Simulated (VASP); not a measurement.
Given:

```xyz
3
Lattice="1.7903 -3.1009 0.0000 1.7903 3.1009 0.0000 0.0000 0.0000 4.6609" Properties=species:S:1:pos:R:3 pbc="T T T"
Pt     0.0000     0.0000     0.0000
S      1.7903     1.0336     1.2053
S      1.7903    -1.0336     3.4556
```

All values below come from PBE GGA with D3 dispersion (Becke-Johnson damping), VASP's PBE PAW potentials (set 64) (plane waves; VASP 6.6.1). Numerical set-up: 520 eV cut-off, 8×8×6 Γ-centred mesh, tetrahedra with Blöchl corrections, potentials Pt S.

Question: Estimate the energy per atom (σ→0).

Answer: 
```json
{
  "energy per atom (σ→0)": "-5.557 eV/atom"
}
```

Only differences to runs with the same potentials and settings are physical.

The compound is PtS2 in the 1T layered structure. It was relaxed first, which changed the volume by -5 %.
